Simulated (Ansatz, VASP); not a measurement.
# HfB2: VASP beside Ansatz

Aim: how closely do two programs agree when they are given the same cell, functional and k mesh? The cell is taken from a series of runs on this material, whose earlier steps may have relaxed, scaled, displaced or heated it; both programs get it as it stands.

Program: Ansatz 0.2.0. Level of theory: plane waves, with VASP 6.6.1 beside it; zone-centre phonons at LDA. Results are calculated unless marked as measured.

## (1) Starting point

It takes space group P6/mmm (No. 191, hexagonal). The conventional cell has a = 3.103 Å, b = 3.103 Å, c = 3.422 Å, α = 90.00°, β = 90.00°, γ = 120.00°. Nearest to B lie 3 B at 1.79 Å and 6 Hf at 2.48 Å. Nearest to Hf lie 12 B at 2.48 Å. Farther neighbours are not listed.

Structure file:

```cif
data_structure
_symmetry_space_group_name_H-M 'P6/mmm'
_symmetry_Int_Tables_number 191
_cell_length_a 3.1029
_cell_length_b 3.1029
_cell_length_c 3.4223
_cell_angle_alpha 90.000
_cell_angle_beta 90.000
_cell_angle_gamma 120.000
_cell_volume 28.54
loop_
_atom_site_label
_atom_site_type_symbol
_atom_site_symmetry_multiplicity
_atom_site_Wyckoff_symbol
_atom_site_fract_x
_atom_site_fract_y
_atom_site_fract_z
_atom_site_occupancy
B1 B 2 d 0.33333 0.66667 0.50000 1
Hf1 Hf 1 a 0.00000 0.00000 0.00000 1
```

## (2) VASP: zone-centre phonons, LDA

Second derivatives magnify differences that forces hide, and they need a tight electronic threshold.

Lines of VASP's logs that name or quote its potential files are left out, and so is its time.

INCAR

```
SYSTEM = HfB2
PREC = Accurate
ENCUT = 500
EDIFF = 1E-08
NELM = 120
ISMEAR = 1
SIGMA = 0.2
LREAL = .FALSE.
ALGO = Normal
GGA = PW92
NBANDS = 14
LASPH = .TRUE.
LORBIT = 11
LWAVE = .FALSE.
LCHARG = .FALSE.
ISIF = 2
IBRION = 8
GGA_COMPAT = .FALSE.
KPAR = 2
```

POSCAR

```
HfB2
1.0
    3.1029431160      0.0000000000      0.0000000000
   -1.5514715580      2.6872275650      0.0000000000
    0.0000000000      0.0000000000      3.4223253950
B Hf
2 1
Direct
    0.3333333333      0.6666666667      0.5000000000
    0.6666666667      0.3333333333      0.5000000000
    0.0000000000      0.0000000000      0.0000000000
```

KPOINTS

```
Automatic mesh
0
Gamma
15 15 12
0 0 0
```

Potentials, in the order of the species: B and Hf_pv (LDA family, release 64).

Command:

```
$ mpirun -np 2 vasp_std
```

Numbers of over 12 decimals in the logs are rounded to 6 here.

What it wrote:

```text
[banner, memory and clock lines left out]
running    2 mpi-ranks, on    1 nodes
 distrk:  each k-point on    1 cores,    2 groups
 distr:  one band on    1 cores,    1 groups

 POSCAR found type information on POSCAR B Hf
 POSCAR found :  2 types and       3 ions
|                                                                             |
|               ----> ADVICE to this user running VASP <----                  |
|                                                                             |
|     You enforced a specific xc type in the INCAR file but a different       |
|     [... a line on the potential file left out ...]
|     I HOPE YOU KNOW WHAT YOU ARE DOING!                                     |
|                                                                             |

 LDA part: xc-table for (Slater(with rela. corr.)+PW92), standard interpolation
 POSCAR, INCAR and KPOINTS ok, starting setup
 FFT: planning ... GRIDC
 FFT: planning ... GRID_SOFT
 FFT: planning ... GRID
 WAVECAR not read
 entering main loop
       N       E                     dE             d eps       ncg     rms          rms(c)
DAV:   1     0.251610046994E+02    0.25161E+02   -0.79516E+03  5300   0.106E+03
DAV:   2    -0.299956025977E+02   -0.55157E+02   -0.51759E+02  6754   0.224E+02
DAV:   3    -0.314670395024E+02   -0.14714E+01   -0.14631E+01  7116   0.277E+01
DAV:   4    -0.314737733432E+02   -0.67338E-02   -0.67328E-02  6102   0.222E+00
DAV:   5    -0.314738169549E+02   -0.43612E-04   -0.43612E-04  7008   0.156E-01    0.569E+01
DAV:   6    -0.290777549523E+02    0.23961E+01   -0.37310E+00  6396   0.134E+01    0.416E+01
DAV:   7    -0.290261419428E+02    0.51613E-01   -0.11643E+00  6738   0.764E+00    0.121E+01
DAV:   8    -0.289574580445E+02    0.68684E-01   -0.31999E-01  6312   0.420E+00    0.175E+00
DAV:   9    -0.289525047748E+02    0.49533E-02   -0.26014E-02  6270   0.128E+00    0.484E-01
DAV:  10    -0.289522429978E+02    0.26178E-03   -0.10418E-03  6552   0.273E-01    0.268E-01
DAV:  11    -0.289522486687E+02   -0.56709E-05   -0.66410E-05  6474   0.625E-02    0.914E-02
DAV:  12    -0.289522466804E+02    0.19883E-05   -0.38002E-06  6294   0.150E-02    0.185E-02
DAV:  13    -0.289522466798E+02    0.67189E-09   -0.28578E-07  6702   0.421E-03    0.256E-03
DAV:  14    -0.289522466705E+02    0.92812E-08   -0.26505E-08  6046   0.133E-03
   1 F= -.28952247E+02 E0= -.28952365E+02  d E =0.354800E-03
 Linear response reoptimize wavefunctions to high precision
DAV:   1    -0.289522466702E+02    0.24079E-09   -0.34513E-09  6014   0.474E-04
DAV:   2    -0.289522466702E+02   -0.68212E-11   -0.57469E-11  2898   0.630E-05
 Linear response DOF=           4
 Linear response progress:
  Degree of freedom:   1/  4
       N       E                     dE             d eps       ncg     rms          rms(c)
RMM:   1    -0.456548858837E-01   -0.45655E-01    0.25452E-02 53180   0.117E+00
RMM:   2    -0.443639236388E-01    0.12910E-02   -0.12285E-03 37575   0.205E-01    0.293E-01
RMM:   3    -0.441867340250E-01    0.17719E-03   -0.60352E-04 33652   0.123E-01    0.154E-01
RMM:   4    -0.447227701667E-01   -0.53604E-03   -0.58073E-04 34054   0.115E-01    0.200E-02
RMM:   5    -0.446870791701E-01    0.35691E-04   -0.16646E-05 37113   0.239E-02    0.654E-03
RMM:   6    -0.446847452436E-01    0.23339E-05   -0.49840E-07 39720   0.451E-03    0.222E-03
RMM:   7    -0.446803183184E-01    0.44269E-05   -0.57385E-08 39856   0.172E-03    0.122E-03
RMM:   8    -0.446814442585E-01   -0.11259E-05   -0.15082E-08 41878   0.364E-04    0.488E-04
RMM:   9    -0.446817983556E-01   -0.35410E-06   -0.12164E-08 42051   0.997E-05    0.170E-04
RMM:  10    -0.446818235572E-01   -0.25202E-07   -0.51508E-09 40690   0.460E-05    0.220E-05
RMM:  11    -0.446818793720E-01   -0.55815E-07   -0.31733E-09 41759   0.134E-05    0.166E-05
RMM:  12    -0.446818827133E-01   -0.33414E-08   -0.54942E-10 40377   0.528E-06    0.282E-05
 first order change of Fermi-energy   0.12630E-04
 force on displaced ion       1 direction 1 : -17.585  -0.000   0.000
 Linear response progress:
  Degree of freedom:   2/  4
       N       E                     dE             d eps       ncg     rms          rms(c)
RMM:   1    -0.460849523374E-01   -0.46085E-01    0.45742E-02 18381   0.131E+00
RMM:   2    -0.460695404339E-01    0.15412E-04   -0.10459E-03 13443   0.198E-01    0.474E-01
RMM:   3    -0.458858021997E-01    0.18374E-03   -0.82407E-04 12150   0.145E-01    0.222E-01
RMM:   4    -0.463350191398E-01   -0.44922E-03   -0.42847E-04 13336   0.969E-02    0.303E-02
RMM:   5    -0.463739068359E-01   -0.38888E-04   -0.23111E-05 13451   0.293E-02    0.913E-03
RMM:   6    -0.463723184454E-01    0.15884E-05   -0.14029E-06 13693   0.664E-03    0.267E-03
RMM:   7    -0.463594807466E-01    0.12838E-04   -0.26900E-07 13022   0.246E-03    0.364E-04
RMM:   8    -0.463592414619E-01    0.23928E-06   -0.11579E-08 14542   0.527E-04    0.142E-04
RMM:   9    -0.463592100084E-01    0.31454E-07    0.15772E-08 14343   0.106E-04    0.974E-05
RMM:  10    -0.463592943331E-01   -0.84325E-07    0.19738E-09 15332   0.258E-05    0.348E-05
RMM:  11    -0.463592490379E-01    0.45295E-07   -0.87982E-09 13954   0.161E-05    0.327E-06
RMM:  12    -0.463592539952E-01   -0.49573E-08    0.36912E-09 13678   0.359E-06    0.186E-06
 first order change of Fermi-energy  -0.53242E-04
 force on displaced ion       1 direction 3 :   0.000  -0.000 -10.794
 Linear response progress:
  Degree of freedom:   3/  4
       N       E                     dE             d eps       ncg     rms          rms(c)
RMM:   1    -0.203218255583E+00   -0.20322E+00    0.46263E+00 13880   0.123E+01
RMM:   2    -0.200889337885E+00    0.23289E-02   -0.32093E-02 19264   0.123E+00    0.554E-01
RMM:   3    -0.200327489074E+00    0.56185E-03   -0.10683E-03 25285   0.158E-01    0.235E-01
RMM:   4    -0.199915206094E+00    0.41228E-03   -0.71683E-05 26516   0.490E-02    0.151E-01
RMM:   5    -0.199496953381E+00    0.41825E-03   -0.27812E-05 26742   0.347E-02    0.123E-02
RMM:   6    -0.199487709668E+00    0.92437E-05   -0.15089E-06 25745   0.949E-03    0.389E-03
RMM:   7    -0.199504545397E+00   -0.16836E-04   -0.19274E-07 27836   0.257E-03    0.426E-03
RMM:   8    -0.199505131383E+00   -0.58599E-06   -0.12871E-06 27423   0.547E-04    0.856E-04
RMM:   9    -0.199504832745E+00    0.29864E-06   -0.90668E-07 28395   0.217E-04    0.440E-04
RMM:  10    -0.199505167182E+00   -0.33444E-06   -0.56717E-07 28158   0.723E-05    0.153E-05
RMM:  11    -0.199505153423E+00    0.13759E-07   -0.26552E-07 28206   0.256E-05    0.388E-05
RMM:  12    -0.199505176167E+00   -0.22744E-07   -0.13304E-07 26482   0.117E-05    0.111E-05
RMM:  13    -0.199505176094E+00    0.72898E-10   -0.65897E-08 20235   0.560E-06    0.495E-06
 first order change of Fermi-energy   0.64572E-04
 force on displaced ion       3 direction 1 : -14.962  -0.000   0.000
 Linear response progress:
  Degree of freedom:   4/  4
       N       E                     dE             d eps       ncg     rms          rms(c)
RMM:   1    -0.226322283331E+00   -0.22632E+00    0.44942E+00  6025   0.125E+01
RMM:   2    -0.223715213070E+00    0.26071E-02   -0.37920E-02  8147   0.131E+00    0.892E-01
RMM:   3    -0.223322908675E+00    0.39230E-03   -0.21483E-03 10578   0.206E-01    0.439E-01
RMM:   4    -0.222978240178E+00    0.34467E-03   -0.21361E-04 10066   0.713E-02    0.177E-01
RMM:   5    -0.222769427083E+00    0.20881E-03   -0.25001E-05 10642   0.302E-02    0.276E-02
RMM:   6    -0.222718260685E+00    0.51166E-04   -0.24196E-06 10747   0.880E-03    0.557E-03
RMM:   7    -0.222732014101E+00   -0.13753E-04    0.84368E-06 11215   0.310E-03    0.589E-03
RMM:   8    -0.222727787644E+00    0.42265E-05    0.19225E-05 11660   0.897E-04    0.118E-03
RMM:   9    -0.222727024367E+00    0.76328E-06    0.93543E-06 11763   0.298E-04    0.101E-04
RMM:  10    -0.222726916573E+00    0.10779E-06    0.44014E-06 12415   0.118E-04    0.642E-05
RMM:  11    -0.222726826080E+00    0.90493E-07    0.20828E-06 12075   0.514E-05    0.766E-05
RMM:  12    -0.222726865490E+00   -0.39411E-07    0.99005E-07 11637   0.283E-05    0.192E-05
RMM:  13    -0.222726846798E+00    0.18693E-07    0.55317E-07 10662   0.137E-05    0.150E-05
RMM:  14    -0.222726833430E+00    0.13368E-07    0.26968E-07 10216   0.792E-06    0.512E-06
RMM:  15    -0.222726827829E+00    0.56008E-08    0.13761E-07  7430   0.444E-06    0.640E-07
RMM:  16    -0.222726826378E+00    0.14514E-08    0.69554E-08  6798   0.296E-06    0.708E-07
 first order change of Fermi-energy   0.18068E-04
 force on displaced ion       3 direction 3 :  -0.000   0.000 -16.802
 Linear response finished
```

From OUTCAR (step 2):

```text
ion  position               nearest neighbor table
   1  0.333  0.667  0.500-   2 1.79   2 1.79   2 1.79   3 2.48   3 2.48   3 2.48   3 2.48   3 2.48
                             3 2.48
   2  0.667  0.333  0.500-   1 1.79   1 1.79   1 1.79   3 2.48   3 2.48   3 2.48   3 2.48   3 2.48
                             3 2.48
   3  0.000  0.000  0.000-   1 2.48   2 2.48   1 2.48   2 2.48   2 2.48   2 2.48   1 2.48   1 2.48
                             2 2.48   2 2.48   1 2.48   1 2.48

  LATTYP: Found a hexagonal cell.
 ALAT       =     3.1029431160
 C/A-ratio  =     1.1029288218

 Subroutine GETGRP returns: Found 24 space group operations
 (whereof 24 operations were pure point group operations)

The static configuration has the point symmetry D_6h.

 Found    189 irreducible k-points:

   k-points           NKPTS =    189   k-points in BZ     NKDIM =    189   number of bands    NBANDS=     14

   dimension x,y,z NGX =    24 NGY =   24 NGZ =   28
   dimension x,y,z NGXF=    48 NGYF=   48 NGZF=   56

   ENCUT  =  500.0 eV  36.75 Ry    6.06 a.u.   5.66  5.66  6.24*2*pi/ulx,y,z

   NELECT =      16.0000    total number of electrons

 k-points in reciprocal lattice and weights: Automatic mesh
   0.00000000  0.00000000  0.00000000       0.000
   0.06666667  0.00000000  0.00000000       0.002
   0.13333333  0.00000000  0.00000000       0.002
   0.20000000  0.00000000  0.00000000       0.002
   0.26666667  0.00000000  0.00000000       0.002
   0.33333333  0.00000000  0.00000000       0.002
   0.40000000  0.00000000  0.00000000       0.002
   0.46666667  0.00000000  0.00000000       0.002
   0.06666667  0.06666667  0.00000000       0.002
[...]
0.33333333  0.26666667  0.50000000       0.004
   0.33333333  0.33333333  0.50000000       0.001

 average (electrostatic) potential at core
       1 -29.7977       2 -29.7977       3 -34.0683

  Total        0.0335229      0.0335229      0.1413139      0.0000000     -0.0000000     -0.0000000
  in kB        1.8821440      1.8821440      7.9340664      0.0000000     -0.0000000     -0.0000000
  external PRESSURE =       3.8994515 kB  Pullay stress =       0.0000000 kB

  energy-cutoff  :      500.00
  volume of cell :       28.54
      direct lattice vectors                 reciprocal lattice vectors
     3.102943116  0.000000000  0.000000000     0.322274680  0.186065373  0.000000000
    -1.551471558  2.687227565  0.000000000     0.000000000  0.372130747  0.000000000
     0.000000000  0.000000000  3.422325395     0.000000000  0.000000000  0.292198983

 POSITION                                       TOTAL-FORCE (eV/Angst)
 -----------------------------------------------------------------------------------
     -0.00000      1.79149      1.71116         0.000000     -0.000000      0.000000
      1.55147      0.89574      1.71116        -0.000000      0.000000      0.000000
      0.00000      0.00000      0.00000        -0.000000      0.000000      0.000000
 -----------------------------------------------------------------------------------
    total drift:                               -0.000000      0.000000      0.000000

 Eigenvectors and eigenvalues of the dynamical matrix
 ----------------------------------------------------

   1 f  =   25.016675 THz   157.184407 2PiTHz  834.466470 cm-1   103.460610 meV
             X         Y         Z           dx          dy          dz
     -0.000000  1.791485  1.711163     0.000000   -0.707107    0.000000
      1.551472  0.895743  1.711163    -0.000000    0.707107    0.000000
      0.000000  0.000000  0.000000    -0.000000    0.000000   -0.000000

   2 f  =   25.016675 THz   157.184407 2PiTHz  834.466470 cm-1   103.460610 meV
             X         Y         Z           dx          dy          dz
     -0.000000  1.791485  1.711163     0.707107    0.000000   -0.000000
      1.551472  0.895743  1.711163    -0.707107   -0.000000    0.000000
      0.000000  0.000000  0.000000     0.000000    0.000000    0.000000

   3 f  =   17.268745 THz   108.502723 2PiTHz  576.023319 cm-1    71.417757 meV
             X         Y         Z           dx          dy          dz
     -0.000000  1.791485  1.711163     0.000000   -0.000000    0.707107
      1.551472  0.895743  1.711163     0.000000   -0.000000   -0.707107
      0.000000  0.000000  0.000000    -0.000000    0.000000    0.000000

   4 f  =   14.589274 THz    91.667112 2PiTHz  486.645800 cm-1    60.336362 meV
             X         Y         Z           dx          dy          dz
     -0.000000  1.791485  1.711163     0.000000   -0.000000   -0.667799
      1.551472  0.895743  1.711163     0.000000   -0.000000   -0.667799
      0.000000  0.000000  0.000000     0.000000    0.000000    0.328768

   5 f  =   13.773605 THz    86.542114 2PiTHz  459.438019 cm-1    56.963029 meV
             X         Y         Z           dx          dy          dz
     -0.000000  1.791485  1.711163     0.000000    0.667835   -0.000000
      1.551472  0.895743  1.711163     0.000000    0.667835   -0.000000
      0.000000  0.000000  0.000000    -0.000000   -0.328622    0.000000

   6 f  =   13.773605 THz    86.542114 2PiTHz  459.438019 cm-1    56.963029 meV
             X         Y         Z           dx          dy          dz
     -0.000000  1.791485  1.711163    -0.667835    0.000000    0.000000
      1.551472  0.895743  1.711163    -0.667835    0.000000   -0.000000
      0.000000  0.000000  0.000000     0.328622   -0.000000   -0.000000

   7 f/i=    0.000908 THz     0.005703 2PiTHz    0.030275 cm-1     0.003754 meV
             X         Y         Z           dx          dy          dz
     -0.000000  1.791485  1.711163     0.000000   -0.000000    0.232474
      1.551472  0.895743  1.711163     0.000000   -0.000000    0.232474
      0.000000  0.000000  0.000000     0.000000   -0.000000    0.944411

   8 f/i=    0.001268 THz     0.007967 2PiTHz    0.042295 cm-1     0.005244 meV
             X         Y         Z           dx          dy          dz
     -0.000000  1.791485  1.711163     0.230101   -0.032398   -0.000000
      1.551472  0.895743  1.711163     0.230101   -0.032398   -0.000000
      0.000000  0.000000  0.000000     0.935237   -0.131682   -0.000000

   9 f/i=    0.001268 THz     0.007967 2PiTHz    0.042295 cm-1     0.005244 meV
             X         Y         Z           dx          dy          dz
     -0.000000  1.791485  1.711163    -0.032398   -0.230101   -0.000000
      1.551472  0.895743  1.711163    -0.032398   -0.230101   -0.000000
      0.000000  0.000000  0.000000    -0.131682   -0.935237   -0.000000

 ELASTIC MODULI CONTR FROM IONIC RELAXATION (kBar)
 Direction    XX          YY          ZZ          XY          YZ          ZX
 --------------------------------------------------------------------------------
 XX          -2.4139      2.4139      0.0000      0.0000      0.0000      0.0000
 YY           2.4139     -2.4139      0.0000     -0.0000     -0.0000      0.0000
 ZZ           0.0000      0.0000      0.0000      0.0000      0.0000      0.0000
 XY           0.0000     -0.0000      0.0000     -2.4139      0.0000      0.0000
 YZ           0.0000     -0.0000      0.0000      0.0000     -0.0000      0.0000
 ZX           0.0000      0.0000      0.0000      0.0000      0.0000      0.0000
 --------------------------------------------------------------------------------
```

(Continued in part 2 of 2.)

[Lines on the potential files, build, host, timing and source positions are cut from VASP's logs without a mark.]

[Logs are printed without paths, hosts, clocks, repeated set-up lines and the standing remarks that a program may print on its own settings, such as how far it seeks lower states.]

[Hosts, paths, dates, database ids (printed as entryN), source tags and the programs' standing remarks are cut or masked in the printed files.]
